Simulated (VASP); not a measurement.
An input for Ansatz (written as the equivalent of a VASP run, and not itself run):

Ansatz 0.2 input:
```yaml
crystal:
  lattice:
    - [6.3002600, 0.0000000, 0.0000000]
    - [-3.1501300, 5.4561850, 0.0000000]
    - [0.0000000, 0.0000000, 4.9469300]
  atoms:
    - { symbol: Mg, position: [0.1675300, 0.3350600, 0.7500000] }
    - { symbol: Mg, position: [0.8324700, 0.6649400, 0.2500000] }
    - { symbol: Mg, position: [0.8324700, 0.1675300, 0.2500000] }
    - { symbol: Mg, position: [0.1675300, 0.8324700, 0.7500000] }
    - { symbol: Mg, position: [0.6649400, 0.8324700, 0.7500000] }
    - { symbol: Mg, position: [0.3350600, 0.1675300, 0.2500000] }
    - { symbol: Cd, position: [0.6666670, 0.3333330, 0.7500000] }
    - { symbol: Cd, position: [0.3333330, 0.6666670, 0.2500000] }
kpoints:
  mp_grid: { grid: [4, 4, 5] }
hamiltonian:
  xc: lda
  pseudopotentials: { kind: paw }
scf:
  occupations: { method: fermi_dirac, width: 0.136 }
  max_iter: 100
output: { forces: true, stress: true, eigenvalues: true }
```

**Question.** Write the VASP files for the same calculation (LDA).

**Answer.** Several could match; the one computed here: 
INCAR:
```
# general
SYSTEM  = Mg3Cd
PREC    = Accurate
ENCUT   = 300
LREAL   = .FALSE.
LASPH   = .TRUE.

# electronic loop
EDIFF   = 1E-6
NELM    = 100
ALGO    = Normal
LMAXMIX = 4

# smearing
ISMEAR  = -1
SIGMA   = 0.136

# ions
ISIF    = 2

# output
LWAVE   = .FALSE.
LCHARG  = .FALSE.
```

**POSCAR**
```
Mg3Cd
1
    6.3002600000     0.0000000000     0.0000000000
   -3.1501300000     5.4561850000     0.0000000000
    0.0000000000     0.0000000000     4.9469300000
Mg Cd
6 2
Direct
  0.1675300000   0.3350600000   0.7500000000
  0.8324700000   0.6649400000   0.2500000000
  0.8324700000   0.1675300000   0.2500000000
  0.1675300000   0.8324700000   0.7500000000
  0.6649400000   0.8324700000   0.7500000000
  0.3350600000   0.1675300000   0.2500000000
  0.6666670000   0.3333330000   0.7500000000
  0.3333330000   0.6666670000   0.2500000000
```

KPOINTS:
```
kpoints
0
G
 4 4 5
```

POTCAR, in this order: Mg Cd (LDA.64 set). Program: vasp_std.

The two are equivalent in intent, not identical: each code has its own PAW files, so the cut-off isn't converted (ENCUT is set for VASP's; basis.ecutwfc is left out, and Ansatz then takes the one that its files recommend); Ansatz stops its SCF on the density residual and VASP on the energy change (EDIFF); Ansatz's lda is the Perdew-Wang form, while the LDA potentials of VASP carry Perdew-Zunger's.

The structure comes from a computed database's Mg3Cd entry (P6_3/mmc); how it stands against other phases isn't given here. The cell was not relaxed at this level.
